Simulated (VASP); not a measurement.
Input:

```
WO3
1.0
    5.33572     0.00000     0.00000
    0.00000     5.33572     0.00000
    0.00000     0.00000     3.91816
W O
2 6
Direct
  0.50000   0.00000   0.94001
  0.00000   0.50000   0.05999
  0.50000   0.00000   0.48788
  0.00000   0.50000   0.51212
  0.25000   0.25000   0.00000
  0.25000   0.75000   0.00000
  0.75000   0.75000   0.00000
  0.75000   0.25000   0.00000
```

All values below come from PBEsol GGA, VASP's PBE PAW potentials (set 64) (plane waves; VASP). Run with 520 eV cut-off, Gaussian smearing of 0.050 eV, potentials W_sv O.

Unless said otherwise, spin-orbit coupling is left out, though it shifts the bands of the heavy elements here.

Question: Give the energies of bands 23 to 36 at the high-symmetry points, in eV from the valence-band maximum.

Answer: 
```json
[
 {"band": "23", "Γ": "-2.60", "X": "-3.03", "M": "-2.82", "Z": "-3.54", "R": "-4.45", "A": "-3.49"},
 {"band": "24", "Γ": "-2.60", "X": "-3.03", "M": "-2.82", "Z": "-2.80", "R": "-4.45", "A": "-3.49"},
 {"band": "25", "Γ": "-2.53", "X": "-2.44", "M": "-2.63", "Z": "-2.80", "R": "-4.07", "A": "-2.40"},
 {"band": "26", "Γ": "-1.55", "X": "-2.44", "M": "-2.63", "Z": "-2.36", "R": "-4.07", "A": "-2.40"},
 {"band": "27", "Γ": "-1.55", "X": "-1.97", "M": "-1.96", "Z": "-1.47", "R": "-0.89", "A": "-2.01"},
 {"band": "28", "Γ": "-1.40", "X": "-1.97", "M": "-1.96", "Z": "-1.16", "R": "-0.89", "A": "-2.01"},
 {"band": "29", "Γ": "-1.24", "X": "-1.90", "M": "-1.54", "Z": "-1.16", "R": "-0.86", "A": "-1.87"},
 {"band": "30", "Γ": "-1.16", "X": "-1.90", "M": "-1.54", "Z": "-0.24", "R": "-0.86", "A": "-1.87"},
 {"band": "31", "Γ": "-1.16", "X": "-0.80", "M": "-1.34", "Z": "-0.24", "R": "-0.59", "A": "-0.26"},
 {"band": "32", "Γ": "-0.01", "X": "-0.80", "M": "-1.34", "Z": "0.00", "R": "-0.59", "A": "-0.26"},
 {"band": "33", "Γ": "0.53", "X": "2.97", "M": "1.41", "Z": "0.56", "R": "3.38", "A": "3.86"},
 {"band": "34", "Γ": "1.28", "X": "2.97", "M": "1.41", "Z": "3.84", "R": "3.38", "A": "3.86"},
 {"band": "35", "Γ": "1.28", "X": "3.23", "M": "4.03", "Z": "3.84", "R": "4.45", "A": "4.03"},
 {"band": "36", "Γ": "4.72", "X": "3.23", "M": "4.03", "Z": "5.38", "R": "4.45", "A": "4.03"}
]
```

The gap is indirect, 0.53 eV, from the valence maximum at Z to the conduction minimum at Γ.

The structure comes from a computed database's WO3 entry (P4/nmm); how it stands against other phases isn't given here. It was relaxed first.
